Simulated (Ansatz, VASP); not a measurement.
# Cross-check of Sr5Li10Al4Si18O52 between VASP and Ansatz, part 3 of 4

Wanted: the spread between two codes on one cell, functional and k mesh. Of the first pair: The structure shown is frame 67 of Ansatz's trajectory.

VASP 6.6.1 and Ansatz 0.2.0.

So far. Step 3 (VASP: single point, PBEsol, pair 1): The run ends at a pressure of -0.37 GPa, with forces up to 4.5 eV/Å.

## Step 6: VASP: single point, PBEsol, pair 2

Level of this step: PBEsol; plane waves and PAW (Si, Al, Li_sv, Sr_sv, O) (VASP).

The same cell, functional, mesh and smearing now go to VASP, with its own data sets.

INCAR reads:

```
SYSTEM = Sr5Li10Al4Si18O52
PREC = Accurate
ENCUT = 650
EDIFF = 1E-06
NELM = 120
ISMEAR = 0
SIGMA = 0.05
LREAL = Auto
ALGO = Normal
GGA = PS
NBANDS = 304
LORBIT = 11
LWAVE = .FALSE.
LCHARG = .FALSE.
ISIF = 2
LASPH = .TRUE.
GGA_COMPAT = .FALSE.
EFERMI = MIDGAP
NCORE = 2
```

POSCAR reads:

```
Sr5Li10Al4Si18O52
1.0
   10.3996100000      0.0000000000      0.0000000000
    0.0000000000     10.3996100000      0.0000000000
    0.0000000000      0.0000000000     10.3996100000
Si Al Li Sr O
18 4 10 5 52
Direct
    0.3986784120      0.0278471981      0.2728371545
    0.3696580929      0.0321358205      0.9582570885
    0.2669427027      0.9935661049      0.5337796321
    0.5137404191      0.3619751125      0.0648582014
    0.5413953023      0.8917545946      0.5893586394
    0.3993995929      0.7476626527      0.2252488314
    0.2974534622      0.7435567295      0.9407852794
    0.8981586810      0.0586175828      0.3504650655
    0.6492455006      0.2242680254      0.3820720200
    0.0452324654      0.2059115678      0.5777139720
    0.0782817817      0.5123749833      0.1387263561
    0.6506013206      0.6236580026      0.1901802087
    0.2289220461      0.4092172687      0.5311064550
    0.9068224674      0.6635441137      0.5992436255
    0.7613362424      0.8314157935      0.0006154077
    0.0587233560      0.8039628409      0.0819934594
    0.2879819532      0.3554075586      0.2363742486
    0.6662846011      0.1177928788      0.9637188318
    0.9495836863      0.1088598515      0.8567340506
    0.7870295136      0.8892064222      0.7290946487
    0.1733622703      0.7123920993      0.4434877846
    0.1152158591      0.1041865993      0.1583424763
    0.5737522849      0.6661499806      0.7536532620
    0.6345622576      0.9365447358      0.2793950927
    0.4101980747      0.4690848984      0.7868179672
    0.3155887577      0.6773427080      0.6708040013
    0.0609253616      0.8557532446      0.6452261191
    0.9149381563      0.7591823155      0.3056364614
    0.0500595695      0.6177731665      0.8582533383
    0.8664844162      0.5106633806      0.3856875402
    0.7616920250      0.8942643041      0.4691714401
    0.0154813498      0.3022901820      0.3417051216
    0.4569305964      0.2072866194      0.7097573851
    0.1852761786      0.3403396858      0.8840619985
    0.8623592615      0.3193581298      0.1221872743
    0.7645382856      0.3407243156      0.6849391468
    0.5803006074      0.5188367641      0.4856816746
    0.4099096024      0.0027683730      0.5990416948
    0.6250138226      0.2756064891      0.5332123032
    0.5102306721      0.6436106739      0.2609232462
    0.6381008519      0.9772481853      0.6802178159
    0.3013382233      0.6403893992      0.8272906388
    0.2727986915      0.7201904687      0.3157233781
    0.9782097598      0.2312971352      0.7254695128
    0.4784890972      0.7514608721      0.6310813579
    0.1706698617      0.1074367212      0.5883970649
    0.5274332403      0.0695795323      0.9539684661
    0.7433259516      0.9864216062      0.0225873855
    0.6492262691      0.7505377606      0.0850128034
    0.8450316887      0.5279909535      0.5836180395
    0.7969241154      0.7724712754      0.6054073182
    0.5933107107      0.8702922513      0.4448051417
    0.3213293575      0.0802145465      0.1403129540
    0.7327294004      0.0957535908      0.3284353933
    0.9979614620      0.6844968225      0.4630173632
    0.5073940273      0.1373320730      0.3176657586
    0.7746444338      0.6319563907      0.2764622904
    0.4378241107      0.3508689268      0.2065558228
    0.1724487745      0.2498362919      0.2293259074
    0.9236211743      0.1540153910      0.4819892284
    0.5635980580      0.4860566887      0.7102766354
    0.2786546803      0.1293317730      0.8806676404
    0.2381146985      0.4742870165      0.1475439944
    0.6199559407      0.4963455360      0.0883686984
    0.2895589354      0.3788122824      0.3902934822
    0.4703830240      0.8931488777      0.2268354294
    0.2431821963      0.5728387891      0.5400202508
    0.3543209793      0.8863120829      0.9137650354
    0.0342993631      0.1579866937      0.9881716718
    0.0899264492      0.3346087017      0.5156154894
    0.6309082744      0.2563846144      0.0566463550
    0.7768656709      0.1837665066      0.8711768999
    0.1377070871      0.7659325686      0.9525837988
    0.1134850249      0.9270251481      0.1550731229
    0.9073801806      0.8080399169      0.0502903474
    0.3582249719      0.7184307873      0.0779163834
    0.4191984122      0.3611673899      0.9391794500
    0.2867415220      0.0060002250      0.3819085523
    0.2979534809      0.3824085711      0.6655730359
    0.9612475852      0.1400533289      0.2297105372
    0.9918448865      0.4494399309      0.2523075385
    0.7035167665      0.3563402858      0.3063864895
    0.7169307311      0.8118958307      0.8570129072
    0.0232412562      0.4632769883      0.0038847611
    0.0340589695      0.6625056132      0.1690159535
    0.0080570329      0.7037475444      0.7266137865
    0.2061808087      0.8500222605      0.5567228002
    0.9108322331      0.9211595435      0.3931301270
    0.9294387001      0.9671131898      0.7733751554
```

KPOINTS reads:

```
Automatic mesh
0
Gamma
1 1 1
0 0 0
```

PAW data sets: Si, Al, Li_sv, Sr_sv and O (PBE family, release 64).

Started as:

```sh
$ mpirun -np 8 vasp_gam
```

Numbers of over 12 decimals in the logs are rounded to 6 here.

What it wrote:

```text
[banner, memory and clock lines left out]
running    8 mpi-ranks, on    1 nodes
[...]
[... a notice as in an earlier step ...]

 LDA part: xc-table for (Slater+PW92), standard interpolation
 POSCAR, INCAR and KPOINTS ok, starting setup
[...]
entering main loop
       N       E                     dE             d eps       ncg     rms          rms(c)
DAV:   1     0.531054597555E+04    0.53105E+04   -0.30962E+05   608   0.191E+03
DAV:   2    -0.206980570210E+03   -0.55175E+04   -0.52590E+04   744   0.447E+02
DAV:   3    -0.709874653413E+03   -0.50289E+03   -0.49911E+03   728   0.142E+02
DAV:   4    -0.736184015397E+03   -0.26309E+02   -0.26186E+02   992   0.277E+01
[...]
DAV:  17    -0.651711577422E+03   -0.10939E-04   -0.15107E-04   824   0.252E-02    0.168E-02
DAV:  18    -0.651711577631E+03   -0.20873E-06   -0.17775E-05   792   0.868E-03    0.958E-03
DAV:  19    -0.651711577995E+03   -0.36381E-06   -0.38166E-06   648   0.654E-03
   1 F= -.65171158E+03 E0= -.65171158E+03  d E =0.000000E+00
```

Parts of OUTCAR (step 6):

```text
  Total      -20.6895920    -20.4047346    -12.2681781     -8.2041015    -18.5422110     -0.4994134
  in kB      -29.4721182    -29.0663417    -17.4758978    -11.6866610    -26.4131952     -0.7114094
  external PRESSURE =     -25.3381193 kB  Pullay stress =       0.0000000 kB

 POSITION                                       TOTAL-FORCE (eV/Angst)
 -----------------------------------------------------------------------------------
      4.14610      0.28960      2.83740         0.888964      2.134065      0.050394
      3.84430      0.33420      9.96550        -0.667568      1.895152      1.400367
      2.77610     10.33270      5.55110         0.368577     -1.553253      0.721423
      5.34270      3.76440      0.67450         1.217897      2.594922      0.192184
      5.63030      9.27390      6.12910        -2.083138     -1.547527     -0.676818
      4.15360      7.77540      2.34250        -1.132191     -0.786171      0.324709
      3.09340      7.73270      9.78380        -1.238289     -0.427846     -1.271353
      9.34050      0.60960      3.64470        -2.510752      5.484372     -0.620860
      6.75190      2.33230      3.97340        -1.251222      0.452121     -1.681213
      0.47040      2.14140      6.00800        -2.373480     -3.515078      2.847394
[...]
4.26590      4.87830      8.18260         0.338439      0.925423      0.230206
      3.28200      7.04410      6.97610         0.330905      0.496961     -1.290212
      0.63360      8.89950      6.71010        -0.807865      0.078106      1.221071
[...]
-----------------------------------------------------------------------------------
    total drift:                                0.010060      0.023435     -0.010452

  FREE ENERGIE OF THE ION-ELECTRON SYSTEM (eV)
  ---------------------------------------------------
  free  energy   TOTEN  =      -651.7115779949 eV

  energy  without entropy=     -651.7115779949  energy(sigma->0) =     -651.71157799

[... 2 parts as in an earlier step ...]

[... 1 further part left out ...]
[key lines of the parts left out:]
E-fermi :   4.2590
```

The run ends at a pressure of -2.53 GPa, with forces up to 6.1 eV/Å.

## Step 7: Side by side

Forces on 10 of the 89 atoms, those with the largest forces and the largest differences (eV/Å; atoms numbered as in POSCAR):

```csv
atom,"Ansatz x, y, z","VASP x, y, z"
Si8,"-2.466, 5.380, -0.602","-2.511, 5.484, -0.621"
Si10,"-2.330, -3.471, 2.806","-2.373, -3.515, 2.847"
Si13,"1.503, 4.462, -0.249","1.464, 4.484, -0.302"
Si14,"4.212, 1.633, 1.482","4.271, 1.659, 1.461"
Si18,"3.570, 1.420, 2.512","3.597, 1.439, 2.566"
O47,"-4.657, -1.427, -1.558","-4.756, -1.457, -1.562"
O57,"-0.330, -0.243, 0.835","-0.207, -0.228, 0.916"
O62,"1.522, -0.719, -0.005","1.434, -0.654, -0.071"
O86,"-2.196, -1.062, -3.097","-2.192, -1.034, -3.105"
O88,"0.717, -3.005, -0.394","0.769, -3.158, -0.365"
```

The forces differ by 42 meV/Å r.m.s., which is 3.2 % of the r.m.s. force of 1.293 eV/Å (both taken over all components).

## Step 8: Ansatz: dynamics, PBEsol

One frame of this run of dynamics is then solved in both programs, so the motion causes no difference.

The structure compared here is frame 200 of Ansatz's trajectory.

input.yaml reads:

```yaml
crystal:
  lattice:
    - [10.39961, 0.0, 0.0]
    - [0.0, 10.39961, 0.0]
    - [0.0, 0.0, 10.39961]
  atoms:
    - { symbol: Si, position: [0.38473, 0.03812, 0.25033] }
    - { symbol: Si, position: [0.36754, 0.02923, 0.95138] }
    - { symbol: Si, position: [0.25817, 0.98949, 0.51918] }
    - { symbol: Si, position: [0.52616, 0.37783, 0.07474] }
    - { symbol: Si, position: [0.54009, 0.90494, 0.57802] }
    - { symbol: Si, position: [0.3785, 0.74012, 0.2399] }
    - { symbol: Si, position: [0.29139, 0.74968, 0.94876] }
    - { symbol: Si, position: [0.87708, 0.08611, 0.3618] }
    - { symbol: Si, position: [0.60195, 0.21278, 0.37482] }
    - { symbol: Si, position: [0.04236, 0.19851, 0.58748] }
    - { symbol: Si, position: [0.07164, 0.54232, 0.16272] }
    - { symbol: Si, position: [0.64152, 0.62494, 0.19468] }
    - { symbol: Si, position: [0.22787, 0.41727, 0.53773] }
    - { symbol: Si, position: [0.91171, 0.63467, 0.57702] }
    - { symbol: Si, position: [0.74723, 0.84592, 0.01571] }
    - { symbol: Si, position: [0.04695, 0.83416, 0.08768] }
    - { symbol: Si, position: [0.27941, 0.37175, 0.25877] }
    - { symbol: Si, position: [0.6446, 0.11161, 0.98562] }
    - { symbol: Al, position: [0.93457, 0.10207, 0.85294] }
    - { symbol: Al, position: [0.77698, 0.8749, 0.72043] }
    - { symbol: Al, position: [0.16415, 0.70554, 0.46261] }
    - { symbol: Al, position: [0.08526, 0.11975, 0.1438] }
    - { symbol: Li, position: [0.61358, 0.65952, 0.76794] }
    - { symbol: Li, position: [0.62114, 0.93395, 0.2585] }
    - { symbol: Li, position: [0.41633, 0.48527, 0.78981] }
    - { symbol: Li, position: [0.33725, 0.69026, 0.67218] }
    - { symbol: Li, position: [0.05375, 0.82349, 0.70349] }
    - { symbol: Li, position: [0.90315, 0.73243, 0.32029] }
    - { symbol: Li, position: [0.10373, 0.5903, 0.85494] }
    - { symbol: Li, position: [0.80992, 0.45678, 0.35118] }
    - { symbol: Li, position: [0.76693, 0.8288, 0.43676] }
    - { symbol: Li, position: [0.01648, 0.32341, 0.33566] }
    - { symbol: Sr, position: [0.46239, 0.2199, 0.72848] }
    - { symbol: Sr, position: [0.20425, 0.33082, 0.89236] }
    - { symbol: Sr, position: [0.85497, 0.31525, 0.08724] }
    - { symbol: Sr, position: [0.75729, 0.33187, 0.66427] }
    - { symbol: Sr, position: [0.58885, 0.56406, 0.49367] }
    - { symbol: O, position: [0.40254, 0.98236, 0.5852] }
    - { symbol: O, position: [0.57061, 0.22396, 0.5262] }
    - { symbol: O, position: [0.49988, 0.65123, 0.26841] }
    - { symbol: O, position: [0.65017, 0.96551, 0.66445] }
    - { symbol: O, position: [0.3104, 0.63366, 0.85355] }
    - { symbol: O, position: [0.26441, 0.74376, 0.33548] }
    - { symbol: O, position: [0.99148, 0.214, 0.72947] }
    - { symbol: O, position: [0.50989, 0.76303, 0.62782] }
    - { symbol: O, position: [0.16586, 0.1072, 0.5624] }
    - { symbol: O, position: [0.51425, 0.0716, 0.91741] }
    - { symbol: O, position: [0.69285, 0.99424, 0.06262] }
    - { symbol: O, position: [0.6739, 0.73948, 0.09414] }
    - { symbol: O, position: [0.84183, 0.50762, 0.53845] }
    - { symbol: O, position: [0.81136, 0.75666, 0.60886] }
    - { symbol: O, position: [0.58917, 0.89776, 0.4378] }
    - { symbol: O, position: [0.34595, 0.07564, 0.09849] }
    - { symbol: O, position: [0.72764, 0.1319, 0.35084] }
    - { symbol: O, position: [0.0111, 0.66763, 0.46269] }
    - { symbol: O, position: [0.49751, 0.13598, 0.29537] }
    - { symbol: O, position: [0.73734, 0.64849, 0.30971] }
    - { symbol: O, position: [0.41494, 0.36956, 0.18177] }
    - { symbol: O, position: [0.17987, 0.26223, 0.19674] }
    - { symbol: O, position: [0.93306, 0.15304, 0.49336] }
    - { symbol: O, position: [0.58802, 0.4753, 0.72847] }
    - { symbol: O, position: [0.28757, 0.10232, 0.85733] }
    - { symbol: O, position: [0.1956, 0.5059, 0.24098] }
    - { symbol: O, position: [0.62621, 0.49096, 0.11346] }
    - { symbol: O, position: [0.30736, 0.36662, 0.40761] }
    - { symbol: O, position: [0.43103, 0.88893, 0.21109] }
    - { symbol: O, position: [0.23998, 0.57252, 0.5279] }
    - { symbol: O, position: [0.36689, 0.87992, 0.92856] }
    - { symbol: O, position: [0.02489, 0.14832, 0.9884] }
    - { symbol: O, position: [0.09574, 0.34178, 0.52336] }
    - { symbol: O, position: [0.62461, 0.24358, 0.06683] }
    - { symbol: O, position: [0.77453, 0.1436, 0.89349] }
    - { symbol: O, position: [0.13939, 0.79452, 0.9669] }
    - { symbol: O, position: [0.11214, 0.95595, 0.15151] }
    - { symbol: O, position: [0.90021, 0.85733, 0.04907] }
    - { symbol: O, position: [0.32502, 0.69907, 0.09439] }
    - { symbol: O, position: [0.45004, 0.36124, 0.94906] }
    - { symbol: O, position: [0.2935, 0.03199, 0.37083] }
    - { symbol: O, position: [0.28971, 0.36809, 0.66367] }
    - { symbol: O, position: [0.95546, 0.14941, 0.245] }
    - { symbol: O, position: [0.95258, 0.46768, 0.23537] }
    - { symbol: O, position: [0.65428, 0.355, 0.33624] }
    - { symbol: O, position: [0.72061, 0.8193, 0.86902] }
    - { symbol: O, position: [0.08048, 0.48935, 0.01867] }
    - { symbol: O, position: [0.03936, 0.69783, 0.16371] }
    - { symbol: O, position: [0.99827, 0.62482, 0.70824] }
    - { symbol: O, position: [0.18462, 0.85268, 0.54719] }
    - { symbol: O, position: [0.89372, 0.93634, 0.36487] }
    - { symbol: O, position: [0.92328, 0.96324, 0.758] }
kpoints:
  mp_grid: { grid: [1, 1, 1] }
hamiltonian:
  xc: pbesol
scf:
  occupations: { method: gaussian, width: 0.05 }
output:
  forces: true
md:
  timestep: 1.0
  n_steps: 200
  ensemble: nvt_langevin
  temperature: 900
  initial_velocities: maxwell_boltzmann
  seed: 3345
```

Started as:

```sh
$ ansatz run input.yaml --threads 4 --pin off --max-ram 8192MiB --backend cpu --events-out ev --progress --plain --runs-dir out
```

What it wrote:

```text
[...]
Crystal: 89 atoms, lattice volume = 1124.737 Å³
Basis set: ecut = 420 eV, 21975 PW (Γ), exchange–correlation on 144×144×144 points (8 copies of the dense FFT grid, shifted against one another)
Bands: 327, of which v1, the nominal top of the filled ones, is band 238 counted from 1 (237 counted from 0)
Symmetry: 1 space group operations
k-points: 1
[...]
atom   7  Si    -0.89701841    -0.32042571    -2.53034819
  atom   8  Si    -1.15294434     3.76798143     0.61784409
[...]
atom  86  O      0.41356641     0.25394320    -1.05883837
  atom  87  O     -0.70040540    -0.75535143    -0.97263180
  atom  88  O     -0.44094656    -1.11555462     0.67662588
  atom  89  O      2.66550804     2.23326106     0.11837373
  max |Σ_I F_I| component: 1.18e-4 eV/Å
--- MD trajectory: 200 steps, t = 0.0 → 200.0 fs ---
[...]
[key lines of the parts left out:]
SCF converged after 8 iterations
Free energy (F): -62040.528503 eV
Fermi energy:    6.404910 eV
```

[end of part 3 of 4]

[Lines on the potential files, build, host, timing and source positions are cut from VASP's logs without a mark.]

[Logs are printed without paths, hosts, clocks, repeated set-up lines and the standing remarks that a program may print on its own settings, such as how far it seeks lower states.]

[Hosts, paths, dates, database ids (printed as entryN), source tags and the programs' standing remarks are cut or masked in the printed files.]
